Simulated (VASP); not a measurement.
Set up this calculation in VASP 6.6.1, as the native input.

```
Task                   : single point
Functional             : LDA
Potentials or basis    : VASP PAW LDA potentials, release 64 (Mg, S)
Cutoff                 : 520 eV
k mesh                 : 6 × 4 × 6
Occupations            : gaussian, width 0.02 eV
Spin                   : no spin polarisation
Dipole correction      : no
Further INCAR settings : ALGO = Fast; EDIFF = 1e-07; NBANDS = 16
```

The structure of MgS lies in POSCAR:

```
MgS
1.0
    3.9554811171      0.0000000000      0.0000000000
    0.0000000000      5.5938950236      0.0000000000
    0.0000000000      0.0000000000      3.9554811171
Mg S
2 2
Direct
    0.0000000000      0.0000000000      0.0000000000
    0.5000000000      0.5000000000      0.5000000000
    0.5000000000      0.2500000000      0.0000000000
    0.0000000000      0.7500000000      0.5000000000
```

The cell was built by a generator and needn't be a form met in nature.

One way to write it, as run:

INCAR

```
SYSTEM = MgS
PREC = Accurate ; ENCUT = 520
EDIFF = 1E-7 ; ISMEAR = 0
SIGMA = 0.02 ; LREAL = .False.
LASPH = .True. ; NELM = 100
ALGO = Fast ; ISIF = 2
LWAVE = .False. ; LCHARG = .False.
GGA = CA ; NBANDS = 16
```

KPOINTS

```
Automatic mesh
0
Gamma
  6 4 6
  0 0 0
```

Potentials or basis: VASP PAW LDA potentials, release 64 (Mg, S).

Command:

```bash
$ cat potpaw_LDA.64/Mg/POTCAR potpaw_LDA.64/S/POTCAR > POTCAR
$ mpirun -np 1 vasp_std > vasp.out
```

Results of the run:

```json
{
  "Pressure": "-0.3 GPa",
  "Band gap on the k mesh": "3.38 eV"
}
```

It took 39 s on 1 thread of Intel(R) Xeon(R) Platinum 8488C (Sapphire Rapids), on a shared host, peak memory 0.17 GiB.
